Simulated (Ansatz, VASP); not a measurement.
# Y2HfF: VASP beside Ansatz

File INCAR:

```
SYSTEM = Y2HfF
  PREC = Accurate
  ENCUT = 520
  EDIFF = 1E-6
  ISMEAR = 0
  SIGMA = 0.1
  LREAL = .FALSE.
  LASPH = .TRUE.
  NELM = 100
  ALGO = Normal
  ISIF = 2
  LWAVE = .FALSE.
  LCHARG = .TRUE.
  GGA = PE
  LELF = .TRUE.
  LVHAR = .TRUE.
  NBANDS = 28
```

File KPOINTS:

```
Automatic mesh
0
G
  6 6 4
  0 0 0
```

The input POSCAR:

```
Y2HfF
1.0
    5.1286483300      0.0000000000      0.0000000000
   -2.5643241600      4.4415397400      0.0000000000
    0.0000000000      0.0000000000      4.1528997600
Y Hf F
2 1 1
Direct
    0.3333333300      0.6666666700      0.5975020500
    0.6666666700      0.3333333300      0.5975020500
    0.0000000000      0.0000000000      0.2943271400
    0.0000000000      0.0000000000      0.6513731600
```

Input for Ansatz:

```yaml
crystal:
  lattice:
    - [5.12864833, 0.0, 0.0]
    - [-2.56432416, 4.44153974, 0.0]
    - [0.0, 0.0, 4.15289976]
  atoms:
    - { symbol: "Y", position: [0.33333333, 0.66666667, 0.59750205] }
    - { symbol: "Y", position: [0.66666667, 0.33333333, 0.59750205] }
    - { symbol: Hf, position: [0.0, 0.0, 0.29432714] }
    - { symbol: F, position: [0.0, 0.0, 0.65137316] }
basis:
  ecutwfc: 420
kpoints:
  mp_grid: { grid: [6, 6, 4] }
hamiltonian:
  xc: pbe
scf:
  occupations: { method: gaussian, width: 0.1 }
  lower_state_search: "off"
output:
  forces: true
  stress: true
  eigenvalues: true
```

Alike in both runs: task single point; functional PBE; k mesh 6 × 6 × 4; occupations gaussian, width 0.1 eV; no spin polarisation.

|  | VASP | Ansatz |
| --- | --- | --- |
| version | VASP 6.6.1 | Ansatz 0.2.0 |
| potentials or method | VASP PAW PBE potentials, release 64 (Y_sv, Hf_pv, F) | scalar-relativistic, plane waves, PAW |
| plane-wave cutoff (eV) | 520 | 420 |
| valence electrons in the cell | 39 | 55 |

```tsv
	VASP	Ansatz	Ansatz less VASP
gap on the k mesh at the Fermi level (eV)	none	none	-
rms of the force components (eV/Å)	14.577	13.425	-1.1525
```

Atom by atom the forces differ by 1.152 eV/Å (rms over components). A gap of «none» marks a metal or a gap that the smearing closes. The two sets of potentials don't hold the same shells in valence.

Caveats: the k mesh is coarse (spacing up to 0.38 Å⁻¹), so the values aren't converged; an odd number of electrons without spin polarisation forces a metal; a magnetic or distorted state may lie lower. Spin-orbit coupling is left out, which matters for the levels of Hf.
